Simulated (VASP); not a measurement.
Input:

```
CELL_PARAMETERS angstrom
      5.79079     0.00000     0.00000
      0.00000     5.95512     0.00000
      0.00000     0.00000     5.45170
ATOMIC_POSITIONS crystal
  Pb 0.48740 0.26743 0.75707
  Pb 0.51923 0.71735 0.25782
  Pb 0.01842 0.27367 0.24349
  Pb 0.96935 0.72986 0.74024
  O  0.11507 0.37564 0.87730
  O  0.88907 0.61646 0.35699
  O  0.38629 0.39548 0.37111
  O  0.61516 0.62411 0.87410
```

Calculation: PBEsol GGA, VASP's PBE PAW potentials (set 64) (plane waves; VASP). Run with 400 eV cut-off, 3×3×3 Γ-centred mesh, Fermi-Dirac smearing of 0.010 eV, potentials Pb_d O.

At this cut-off the stress carries a Pulay error, which pulls relaxed volumes low.

Question: What does the run give for the energy per atom (σ→0), pressure, largest force?

Answer: 
The energy per atom (σ→0) comes out as -5.636 eV/atom and the pressure is -6.33 GPa. The largest force comes out as 0.06132 Ry/bohr.

Total energies compare only between runs with the same potentials, cut-off and functional.

The structure comes from a computed database's PbO entry; how it stands against other phases isn't given here. The cell was not relaxed at this level, atoms are displaced from their ideal sites.
